**Filled-state counts and centres across a TaRu (100) slab**

The table holds the electrons in filled s, p and d projections and their mean energy from the Fermi level for the eight atoms of an unrelaxed CsCl-type TaRu (100) slab. The level of theory is plane-wave LDA+U with U = 8 eV on both d shells, without spin polarisation or spin-orbit coupling. The program compares the outer atoms Ta1 and Ru8 with the inner layers and tests the parameter-free estimate that the depth of the filled states scales as the square root of the neighbour number, a ratio of 0.707. Five of the six depth ratios lie within about 6 % of this estimate and Ta1 d lies 17 % below it, while the d counts change by 0.02 e or less. The output also lists neighbour counts for the inferred stacking, second-layer shifts, sphere charges, forces and the mean +U shift.

Calculated values. VASP 6.6.1, LDA+U with U = 8 eV on Ta d and Ru d, PAW potentials, 520 eV cutoff, no spin polarisation or spin-orbit coupling, for an unrelaxed eight-atom (100) slab of TaRu. The k mesh is 6x6x1, and 9x9x1 with tetrahedra for the density of states. Electron counts and band centres cover the filled states from -12 eV up to the Fermi energy, which is the energy zero.

## Analysis program

```python
# Table: electrons in filled states and their centre (eV from E_F) per atom and s, p, d projection,
# unrelaxed 8-layer TaRu (100) slab; VASP, LDA+U (U = 8 eV on both d shells), no spin, no spin-orbit.
# Tested: outer-layer centres against sqrt(neighbour number) band narrowing at fixed filling.
T = {
    'projection_name': ['Ta1_d', 'Ta2_d', 'Ta3_d', 'Ta4_d', 'Ru5_d', 'Ru6_d', 'Ru7_d', 'Ru8_d', 'Ta1_p', 'Ta2_p', 'Ta3_p', 'Ta4_p', 'Ru5_p', 'Ru6_p', 'Ru7_p', 'Ru8_p', 'Ta1_s', 'Ta2_s', 'Ta3_s', 'Ta4_s', 'Ru5_s', 'Ru6_s', 'Ru7_s', 'Ru8_s'],
    'projection_electrons': [1.83, 1.84, 1.86, 1.82, 6.18, 6.25, 6.28, 6.25, 0.24, 0.36, 0.35, 0.36, 0.33, 0.35, 0.35, 0.2, 0.4, 0.4, 0.4, 0.42, 0.41, 0.38, 0.39, 0.35],  # e
    'projection_band_centre': [-2.12, -3.69, -3.53, -3.54, -4.56, -4.77, -4.81, -3.48, -3.19, -4.24, -4.27, -3.88, -3.36, -3.59, -3.62, -2.47, -5.01, -6.67, -6.71, -6.26, -5.16, -5.8, -5.7, -3.81],  # eV
}
import numpy as np
n = dict(zip(T['projection_name'], T['projection_electrons']))
c = dict(zip(T['projection_name'], T['projection_band_centre']))
# further outputs of the same run: cell edges, sphere charges, z forces, work functions, U, electrons
a, cz, U, nel = 3.187, 26.154, 8.0, 100
at = ['Ta1', 'Ta2', 'Ta3', 'Ta4', 'Ru5', 'Ru6', 'Ru7', 'Ru8']
q = dict(zip(at, [8.396, 8.478, 8.495, 8.454, 12.843, 12.87, 12.901, 12.634]))
F = dict(zip(at, [-0.51911, -0.60082, -0.037337, 2.669067, 1.00853, -0.068182, -0.003028, -2.449122]))
wf = (3.295, 4.688)
stack = ['Ta1', 'Ru5', 'Ta2', 'Ru6', 'Ta3', 'Ru7', 'Ta4', 'Ru8']  # inferred layer order
d1 = a*np.sqrt(3)/2
print(f"CsCl cell: contact {d1:.2f} A, second neighbour {a:.2f} A (ratio {a/d1:.2f}), {a**3/2:.1f} A^3/atom")
print(f"layer spacing {a/2:.2f} A, slab {3.5*a:.2f} A, vacuum {cz-3.5*a:.2f} A")
print("rounding of table: 0.005 e in counts, 0.005 eV in centres")
print("layer atom Z1 Z2 | s+p+d(e) sphere(e) sphere-spd(e) mean centre(eV) Fz(eV/A)")
for i, x in enumerate(stack):
    z1 = 4*((i > 0) + (i < 7)); z2 = 4 + (i > 1) + (i < 6)
    s = sum(n[x+'_'+l] for l in 'spd'); m = sum(n[x+'_'+l]*c[x+'_'+l] for l in 'spd')/s
    print(f"{i+1} {x} {z1} {z2} | {s:.2f} {q[x]:.3f} {q[x]-s:.2f} {m:.2f} {F[x]:+.2f}")
tot = sum(n.values()); val = nel - 6*8
print(f"projections sum {tot:.2f} e of {val} valence e ({100*tot/val:.0f} %)")
G = {'Ta': ('Ta1', 'Ta4', ('Ta2', 'Ta3')), 'Ru': ('Ru8', 'Ru5', ('Ru6', 'Ru7'))}
inn = lambda D, e, l: float(np.mean([D[x+'_'+l] for x in G[e][2]]))
est = np.sqrt(4/8); R = {}
print(f"estimate depth(outer)/depth(inner) = sqrt(4/8) = {est:.3f}; inner = Ta2,Ta3 or Ru6,Ru7")
print("outer row: inner centre, shift, depth ratio, vs estimate | estimated centre, residual (eV)")
for e in G:
    for l in 'spd':
        k = G[e][0]+'_'+l; ci = inn(c, e, l); R[k] = c[k]/ci
        print(f"{k}: {ci:.3f}, {c[k]-ci:+.2f}, {R[k]:.3f}, {100*(R[k]/est-1):+.0f} % | {est*ci:.2f}, {c[k]-est*ci:+.2f}")
w = max(R, key=lambda k: abs(R[k]-est))
print(f"worst row {w}; mean ratio of six {np.mean(list(R.values())):.3f}")
print("outer row: inner count (e), change (e), count ratio (neighbour ratio is 0.50)")
for e in G:
    for l in 'spd':
        k = G[e][0]+'_'+l; ni = inn(n, e, l)
        print(f"{k}: {ni:.3f}, {n[k]-ni:+.3f}, {n[k]/ni:.2f}")
for e in G:
    o, s2, (i1, i2) = G[e]
    sh = ", ".join(f"{l} {c[s2+'_'+l]-inn(c, e, l):+.2f}" for l in 'spd')
    sp = ", ".join(f"{l} {abs(c[i1+'_'+l]-c[i2+'_'+l]):.2f}" for l in 'spd')
    print(f"second layer {s2} shift (eV): {sh}; {i1}-{i2} spread: {sp}")
    f = inn(n, e, 'd')/10; nd = [n[x+'_d'] for x in at if x[:2] == e]
    print(f"{e} d: count range {max(nd)-min(nd):.2f} e, filling {f:.3f}, flat-band width 2*depth/f {-2*inn(c, e, 'd')/f:.0f} eV")
    print(f"{e} d: U*(1/2-f) inner {U*(0.5-f):+.1f} eV, change at {o} {-U*(n[o+'_d']/10-f):+.3f} eV")
    print(f"{o} sphere charge minus inner {q[o]-(q[i1]+q[i2])/2:+.3f} e")
print(f"Ta d minus Ru d centre: inner {inn(c,'Ta','d')-inn(c,'Ru','d'):.2f} eV, outer {c['Ta1_d']-c['Ru8_d']:.2f} eV")
print(f"Ru8 d minus inner Ta d {c['Ru8_d']-inn(c,'Ta','d'):+.2f} eV; Ta4 d minus Ta3 d {c['Ta4_d']-c['Ta3_d']:+.2f} eV")
print(f"work functions of the two faces differ by {wf[1]-wf[0]:.3f} eV")
assert all(c[G[e][0]+'_'+l] == max(c[x+'_'+l] for x in at if x[:2] == e) for e in G for l in 'spd')
assert all(abs(n[G[e][0]+'_d']/inn(n, e, 'd') - 1) < 0.02 for e in G)
assert all(0.5 < r < 0.85 for r in R.values())
assert all(n[G[e][0]+'_p'] < 0.75*inn(n, e, 'p') for e in G)
```

Printed output:

```
CsCl cell: contact 2.76 A, second neighbour 3.19 A (ratio 1.15), 16.2 A^3/atom
layer spacing 1.59 A, slab 11.15 A, vacuum 15.00 A
rounding of table: 0.005 e in counts, 0.005 eV in centres
layer atom Z1 Z2 | s+p+d(e) sphere(e) sphere-spd(e) mean centre(eV) Fz(eV/A)
1 Ta1 4 5 | 2.47 8.396 5.93 -2.69 -0.52
2 Ru5 8 5 | 6.92 12.843 5.92 -4.54 +1.01
3 Ta2 8 6 | 2.60 8.478 5.88 -4.22 -0.60
4 Ru6 8 6 | 6.98 12.870 5.89 -4.77 -0.07
5 Ta3 8 6 | 2.61 8.495 5.88 -4.12 -0.04
6 Ru7 8 6 | 7.02 12.901 5.88 -4.80 -0.00
7 Ta4 8 5 | 2.60 8.454 5.85 -4.03 +2.67
8 Ru8 4 5 | 6.80 12.634 5.83 -3.47 -2.45
projections sum 38.00 e of 52 valence e (73 %)
estimate depth(outer)/depth(inner) = sqrt(4/8) = 0.707; inner = Ta2,Ta3 or Ru6,Ru7
outer row: inner centre, shift, depth ratio, vs estimate | estimated centre, residual (eV)
Ta1_s: -6.690, +1.68, 0.749, +6 % | -4.73, -0.28
Ta1_p: -4.255, +1.06, 0.750, +6 % | -3.01, -0.18
Ta1_d: -3.610, +1.49, 0.587, -17 % | -2.55, +0.43
Ru8_s: -5.750, +1.94, 0.663, -6 % | -4.07, +0.26
Ru8_p: -3.605, +1.13, 0.685, -3 % | -2.55, +0.08
Ru8_d: -4.790, +1.31, 0.727, +3 % | -3.39, -0.09
worst row Ta1_d; mean ratio of six 0.693
outer row: inner count (e), change (e), count ratio (neighbour ratio is 0.50)
Ta1_s: 0.400, +0.000, 1.00
Ta1_p: 0.355, -0.115, 0.68
Ta1_d: 1.850, -0.020, 0.99
Ru8_s: 0.385, -0.035, 0.91
Ru8_p: 0.350, -0.150, 0.57
Ru8_d: 6.265, -0.015, 1.00
second layer Ta4 shift (eV): s +0.43, p +0.38, d +0.07; Ta2-Ta3 spread: s 0.04, p 0.03, d 0.16
Ta d: count range 0.04 e, filling 0.185, flat-band width 2*depth/f 39 eV
Ta d: U*(1/2-f) inner +2.5 eV, change at Ta1 +0.016 eV
Ta1 sphere charge minus inner -0.090 e
second layer Ru5 shift (eV): s +0.59, p +0.25, d +0.23; Ru6-Ru7 spread: s 0.10, p 0.03, d 0.04
Ru d: count range 0.10 e, filling 0.627, flat-band width 2*depth/f 15 eV
Ru d: U*(1/2-f) inner -1.0 eV, change at Ru8 +0.012 eV
Ru8 sphere charge minus inner -0.252 e
Ta d minus Ru d centre: inner 1.18 eV, outer 1.36 eV
Ru8 d minus inner Ta d +0.13 eV; Ta4 d minus Ta3 d -0.01 eV
work functions of the two faces differ by 1.393 eV
```
